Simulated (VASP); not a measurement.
Calculation: PBEsol GGA, VASP's PBE PAW potentials (set 64) (plane waves; VASP 6.6.1).

Input for VASP

KPOINTS:
```
kpoints
0
gamma
  14 14 8
0 0 0
```

### INCAR
```
EDIFF  =  1E-6   ! SCF stop (eV)
IBRION  =  2   ! conjugate gradients
LREAL  =  .FALSE.   ! projection in real space or not
ALGO  =  Normal
PSTRESS  =  450   ! kbar
NELM  =  100
LMAXMIX  =  4   ! l cut-off of mixed one-centre charges
ISMEAR  =  1   ! Methfessel-Paxton
NSW  =  40   ! most ionic steps
GGA  =  PS
ENCUT  =  500   ! plane-wave cut-off (eV)
LCHARG  =  .FALSE.
SYSTEM  =  Sc
LASPH  =  .TRUE.   ! aspherical one-centre terms
EDIFFG  =  -0.02   ! ionic stop
ISIF  =  3   ! ions, shape and volume
LWAVE  =  .FALSE.
PREC  =  Accurate
SIGMA  =  0.1
```

### POSCAR
```
Sc
1
    1.4762296263    -2.5569046109     0.0000000000
    1.4762296263     2.5569046109     0.0000000000
    0.0000000000     0.0000000000     4.5443176460
Sc
2
Direct
  0.3333330000   0.6666670000   0.2500000000
  0.6666670000   0.3333330000   0.7500000000
```

POTCAR, in this order: Sc_sv (PBE.64 set). Program: vasp_std.

Q: What will the output report for the number of irreducible k-points (NKPTS), largest plane-wave count, number of space-group operations, FFT grid (NGX, NGY, NGZ)?

A: 
```yaml
number of irreducible k-points (NKPTS): 120
largest_plane_wave_count: 899
number_of_space_group_operations: 24
FFT grid (NGX, NGY, NGZ): 24 × 24 × 36
```

The compound is Sc in the hcp structure. This run relaxes it under an external pressure of 45 GPa. Symmetry was kept, so distortions that lower it aren't found.
